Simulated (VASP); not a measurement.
Computed with PBE GGA, VASP's PBE PAW potentials (set 64) (plane waves; VASP).

Input for VASP

**INCAR**
```
SYSTEM  =  Li3Cr
PREC  =  Accurate; ENCUT  =  400; LREAL  =  F
LASPH  =  T
EDIFF  =  1E-6; NELM  =  100; ALGO  =  Normal
LMAXMIX  =  4
ISMEAR  =  0; SIGMA  =  0.1
GGA  =  PE
MAGMOM  =  3*0.0 3.0
ISPIN  =  2
ISIF  =  2
LWAVE  =  F; LCHARG  =  F; LORBIT  =  11
```

POSCAR:
```
Li3Cr
1
    3.8119220000     0.0000000000     0.0000000000
    0.0000000000     3.8119220000     0.0000000000
    0.0000000000     0.0000000000     3.8119220000
Li Cr
3 1
Direct
  0.0000000000   0.5000000000   0.5000000000
  0.5000000000   0.5000000000   0.0000000000
  0.5000000000   0.0000000000   0.5000000000
  0.0000000000   0.0000000000   0.0000000000
```

File KPOINTS:
```
Automatic mesh
0
G
  6 6 6
0 0 0
```

POTCAR, in this order: Li_sv Cr_pv (PBE.64 set). Program: vasp_std.

At this cut-off the stress carries a Pulay error, which pulls relaxed volumes low. The moments were started parallel, and other spin orders were not tried in this run.

Task: Predict the energy per atom (σ→0), cell moment, pressure, band gap (on the k-mesh).

Result: 
```
Property                                                     Value
------------------------  ----------------------------------------
energy per atom (σ→0)                               -3.293 eV/atom
cell moment                                                4.49 μB
band gap (on the k-mesh)  none (metal, semimetal or under 0.01 eV)
pressure                                                  5.27 GPa
```

**OSZICAR**
```
...
DAV:  18    -0.131776978091E+02   -0.56644E-04   -0.10589E-04  1744   0.618E-02    0.528E-02
DAV:  19    -0.131777167951E+02   -0.18986E-04   -0.46960E-05  1512   0.526E-02    0.194E-02
DAV:  20    -0.131777106414E+02    0.61538E-05   -0.22815E-05  1704   0.278E-02    0.222E-02
DAV:  21    -0.131777124510E+02   -0.18096E-05   -0.39774E-05  1520   0.336E-02    0.171E-02
DAV:  22    -0.131777150959E+02   -0.26449E-05   -0.11356E-06  1136   0.878E-03    0.122E-02
DAV:  23    -0.131777173017E+02   -0.22058E-05   -0.20548E-06  1136   0.843E-03    0.324E-03
DAV:  24    -0.131777174203E+02   -0.11868E-06   -0.34306E-07   824   0.426E-03
   1 F= -.13177717E+02 E0= -.13172444E+02  d E =-.105466E-01  mag=     4.4913
```

The structure was generated: Li3Cr was put into an ordered model structure, which need not be its known phase. The cell was not relaxed at this level, and its volume differs by -5.9 % from the start's.
